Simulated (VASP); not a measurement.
Data:

```yaml
crystal:
  lattice:
    - [3.93363, 0.00000, 0.00000]
    - [-1.96682, 3.40663, 0.00000]
    - [0.00000, 0.00000, 2.39582]
  atoms:
    - { symbol: Ni, position: [0.00000, 0.00000, 0.00000], spin: 0.7 }
    - { symbol: Ni, position: [0.33333, 0.66667, 0.50000], spin: 0.7 }
    - { symbol: Ni, position: [0.66667, 0.33333, 0.50000], spin: 0.7 }
```

All values below come from r2SCAN meta-GGA, VASP's PBE PAW potentials (set 64) (plane waves; VASP). Numerical set-up: 400 eV cut-off, 10×10×14 Γ-centred mesh, tetrahedra with Blöchl corrections, potentials Ni.

The cores are frozen, which limits the accuracy of field gradients.

Q: Give the principal components of the electric field gradient (V/Å²) and the asymmetry η at each nucleus.

A: 
```json
[
 {"atom": "Ni1", "Vxx": "-4.0", "Vyy": "-4.0", "Vzz": "7.9", "η": "0.00"},
 {"atom": "Ni2", "Vxx": "22.4", "Vyy": "22.4", "Vzz": "-44.7", "η": "0.00"},
 {"atom": "Ni3", "Vxx": "22.4", "Vyy": "22.4", "Vzz": "-44.7", "η": "0.00"}
]
```

The structure was generated: Ni was put into the omega type (P6/mmm), which need not be its known phase. It was relaxed first.
